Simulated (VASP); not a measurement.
These are vdW-DF-cx, VASP's PBE PAW potentials (set 64) (plane waves; VASP) values and carry that method's errors.

Input for VASP

### INCAR
```
SYSTEM = KBr
PREC = Accurate; ENCUT = 520; LREAL = .FALSE.
LASPH = .TRUE.
EDIFF = 1E-7; NELM = 100; ALGO = Normal
LMAXMIX = 4
ISMEAR = -5
GGA = CX; LUSE_VDW = .TRUE.; AGGAC = 0.0
ISIF = 2
LWAVE = .FALSE.; LCHARG = .TRUE.; LORBIT = 11
NEDOS = 601
```

File KPOINTS:
```
Regular mesh
0
G
8 8 8
```

### POSCAR
```
KBr
3.3025240
  0.0000000000   1.0000001013   1.0000001013
  1.0000001013   0.0000000000   1.0000001013
  1.0000001013   1.0000001013   0.0000000000
K Br
1 1
direct
  0.0000000000   0.0000000000   1.0000000000
  0.5000000000   0.5000000000   0.5000000000
```

POTCAR, in this order: K_sv Br (PBE.64 set). Program: vasp_std.

The run wrote:

File OSZICAR:
```
       N       E                     dE             d eps       ncg     rms          rms(c)
DAV:   1     0.105848006274E+03    0.10585E+03   -0.69167E+03   696   0.115E+03
DAV:   2     0.426131525757E+01   -0.10159E+03   -0.95106E+02   828   0.268E+02
DAV:   3    -0.221447163985E+01   -0.64758E+01   -0.64435E+01   900   0.620E+01
DAV:   4    -0.245895730856E+01   -0.24449E+00   -0.24423E+00  1228   0.107E+01
DAV:   5    -0.246176859051E+01   -0.28113E-02   -0.28108E-02   900   0.980E-01    0.313E+00
DAV:   6    -0.230459495812E+01    0.15717E+00   -0.27525E-01   832   0.284E+00    0.228E+00
DAV:   7    -0.230322677558E+01    0.13682E-02   -0.13367E-01   880   0.223E+00    0.103E+00
DAV:   8    -0.231674166788E+01   -0.13515E-01   -0.19466E-02   888   0.117E+00    0.153E-01
DAV:   9    -0.231775801820E+01   -0.10164E-02   -0.85575E-04   920   0.211E-01    0.967E-02
DAV:  10    -0.231867786337E+01   -0.91985E-03   -0.13110E-03   776   0.264E-01    0.229E-02
DAV:  11    -0.231869921216E+01   -0.21349E-04   -0.38508E-05   932   0.421E-02    0.875E-03
DAV:  12    -0.231870641785E+01   -0.72057E-05   -0.88116E-06   820   0.222E-02    0.778E-03
DAV:  13    -0.231870733343E+01   -0.91558E-06   -0.18330E-06   884   0.839E-03    0.207E-03
DAV:  14    -0.231870766122E+01   -0.32779E-06   -0.77523E-07   800   0.551E-03    0.753E-04
DAV:  15    -0.231870768667E+01   -0.25452E-07   -0.16023E-08   684   0.121E-03
   1 F= -.23187077E+01 E0= -.23187077E+01  d E =0.000000E+00
```

File OUTCAR:
```
------------------------ aborting loop because EDIFF is reached ----------------------------------------
  FORCE on cell =-STRESS in cart. coord.  units (eV):
  Direction    XX          YY          ZZ          XY          YZ          ZX
  --------------------------------------------------------------------------------------
  Total        0.0153970      0.0153970      0.0153970      0.0000000     -0.0000000      0.0000000
  in kB        0.3424351      0.3424351      0.3424351      0.0000000     -0.0000000      0.0000000
  external PRESSURE =       0.3424351 kB  Pullay stress =       0.0000000 kB
  volume of cell :       72.04
      direct lattice vectors                 reciprocal lattice vectors
     0.000000000  3.302524335  3.302524335    -0.151399339  0.151399339  0.151399339
     3.302524335  0.000000000  3.302524335     0.151399339 -0.151399339  0.151399339
     3.302524335  3.302524335  0.000000000     0.151399339  0.151399339 -0.151399339
  FREE ENERGIE OF THE ION-ELECTRON SYSTEM (eV)
  ---------------------------------------------------
  free  energy   TOTEN  =        -2.3187076867 eV

  energy  without entropy=       -2.3187076867  energy(sigma->0) =       -2.31870769

 total charge

# of ion       s       p       d       tot
------------------------------------------
    1        1.956   5.575   0.024   7.555
    2        1.605   3.296   0.001   4.902
--------------------------------------------------
tot          3.561   8.871   0.025  12.457
```
(Selected blocks of OUTCAR.)

The compound is KBr in the rock salt structure. It was relaxed first.
